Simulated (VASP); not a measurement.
Given:

```xyz
4
Lattice="1.8619 -3.2249 0.0000 1.8619 3.2249 0.0000 0.0000 0.0000 11.8949" Properties=species:S:1:pos:R:3 pbc="T T T"
La     0.0000     0.0000     5.9474
La     0.0000     0.0000     0.0000
La     1.8619     1.0750     2.9737
La     1.8619    -1.0750     8.9212
```

Method: MS2 meta-GGA, VASP's PBE PAW potentials (set 64) (plane waves; VASP). Numerical set-up: 520 eV cut-off, 11×11×3 Γ-centred mesh, tetrahedra with Blöchl corrections, potentials La.

Question: Estimate the energy per atom (σ→0), band gap (over mesh and band path) with the smallest direct gap where there is one.

Answer: 
The band gap (over mesh and band path) is none (metal, semimetal or under 0.01 eV) and the energy per atom (σ→0) comes out as 1.480 eV/atom.

Only differences to runs with the same potentials and settings are physical.

The compound is La in the dhcp structure. It was relaxed first.
